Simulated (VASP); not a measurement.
VASP runs on MgB$_{2}$ (AlB2 type) share one base input (PBE GGA, plane waves, VASP's PBE PAW potentials (set 64)) and change the settings named in each case.

POSCAR:
```
MgB2
1
    1.5759000000    -2.7295380000     0.0000000000
    1.5759000000     2.7295380000     0.0000000000
    0.0000000000     0.0000000000     3.5904000000
Mg B
1 2
Direct
  0.0000000000   0.0000000000   0.0000000000
  0.3333330000   0.6666670000   0.5000000000
  0.6666670000   0.3333330000   0.5000000000
```

File KPOINTS:
```
Automatic
0
G
10 10 8
```

INCAR:
```
! general
SYSTEM = MgB2
PREC   = Accurate
ENCUT  = 520   ! plane-wave cut-off (eV)
LREAL  = .FALSE.
LASPH  = .TRUE.

! electronic loop
EDIFF  = 1E-6
NELM   = 100
ALGO   = Normal   ! blocked Davidson

! smearing
ISMEAR = 1   ! Methfessel-Paxton
SIGMA  = 0.1   ! width (eV)

! functional
GGA    = PE   ! PBE

! ions
ISIF   = 2

! output
LWAVE  = .FALSE.
LCHARG = .FALSE.
```

POTCAR, in this order: Mg B (PBE.64 set). Program: vasp_std.

```csv
change,E(σ→0) (eV/atom),−TS (eV)
base run,-5.0857,0.0002
"ISMEAR = 0, NELECT = 7.5, SIGMA = 0.05",-5.8305,-0.0031
"ISMEAR = 0, NELECT = 7.9, SIGMA = 0.05",-5.2457,-0.0008
"ISMEAR = 0, NELECT = 7.98, SIGMA = 0.05",-5.1181,-0.0008
"ISMEAR = 0, NELECT = 8.02, SIGMA = 0.05",-5.0531,-0.0008
"ISMEAR = 0, NELECT = 8.1, SIGMA = 0.05",-4.9203,-0.0017
"ISMEAR = 0, NELECT = 8.5, SIGMA = 0.05",-4.2251,-0.0006
```
 Charged cells carry a uniform compensating background.

Left out are runs that ran out of time, are held back, or changed the cell or the kind of run, fixed moments of cells without a moment, rows past the twelfth, gaps on odd meshes, pressures of charged cells and columns that move by less than the noise.

The compound is MgB2 in the AlB2 type structure. The cell was not relaxed at this level.
